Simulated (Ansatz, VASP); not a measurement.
Pb2C in VASP and in Ansatz

```
C Pb
1.0
     0.00000    3.06053    3.06053
     3.06053    0.00000    3.06053
     3.06053    3.06053    0.00000
C Pb
1 2
Direct
  0.00000 0.00000 0.00000
  0.25000 0.25000 0.25000
  0.75000 0.75000 0.75000
```

The cell comes from a database or a generator and needn't be the stable form of this composition.

Alike in both runs: task single point; functional PBE; k mesh 6 × 6 × 6; occupations gaussian, width 0.05 eV; no spin polarisation.

|  | VASP | Ansatz |
| --- | --- | --- |
| version | VASP 6.6.1 | Ansatz 0.2.0 |
| potentials or method | VASP PAW PBE potentials, release 64 (C, Pb_d) | scalar-relativistic, plane waves, PAW |
| plane-wave cutoff (eV) | 520 | 420 |
| valence electrons in the cell | 32 | 32 |

```csv
,VASP,Ansatz,Ansatz less VASP
gap on the k mesh at the Fermi level (eV),none,none,-
pressure (GPa),21.4,21.5,+0.02
```

A gap of «none» marks a metal or a gap that the smearing closes.

Caveats: so large a pressure means that the cell lies far from this level's equilibrium, or that cutoff or potentials fall short (VASP). Spin-orbit coupling is left out, which matters for the levels of Pb.
